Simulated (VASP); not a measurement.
Consider the following.

```xyz
2
Lattice="0.0000 3.5424 3.5424 3.5424 0.0000 3.5424 3.5424 3.5424 0.0000" Properties=species:S:1:pos:R:3 pbc="T T T"
Y      0.0000     0.0000     0.0000
Te     3.5424     3.5424     3.5424
```

Calculation: PBEsol GGA, VASP's PBE PAW potentials (set 64) (plane waves; VASP 6.6.1). Numerical set-up: 400 eV cut-off, 8×8×8 Γ-centred mesh, first-order Methfessel-Paxton smearing of 0.10 eV, potentials Y_sv Te.

Energy and stress use the plane-wave basis of the starting cell.

**Question.** The ions, cell shape and volume are relaxed. What does this cell relax into?

**Answer.** 
```xyz
2
Lattice="0.0000 3.0408 3.0408 3.0408 0.0000 3.0408 3.0408 3.0408 0.0000" Properties=species:S:1:pos:R:3 pbc="T T T"
Y      0.0000     0.0000     0.0000
Te     3.0408     3.0408     3.0408
```
Space group Fm-3m (225), at a tolerance of 0.03 Å.

**Question.** How do energy and volume change from the first to the last step?

**Answer.** The energy (σ→0) changes by -867.6 meV/atom and the volume by -36.7 %, in 3 ionic steps.

```json
[
 {"step": "1", "E(σ→0) (eV)": "-11.3483", "max force (eV/Å)": "0.000", "pressure (GPa)": "-10.99", "volume (Å³)": "88.90"},
 {"step": "2", "E(σ→0) (eV)": "-13.0787", "max force (eV/Å)": "0.000", "pressure (GPa)": "1.42", "volume (Å³)": "55.16"},
 {"step": "3", "E(σ→0) (eV)": "-13.0836", "max force (eV/Å)": "0.000", "pressure (GPa)": "0.01", "volume (Å³)": "56.23"}
]
```

The structure was generated: YTe was put into the rock salt type (Fm-3m), which need not be its known phase. This run relaxes it. Symmetry was kept, so distortions that lower it aren't found. The electron count is odd and the run is not spin-polarised, which forces a metal. VASP warned that the highest band is occupied, so more bands are needed.
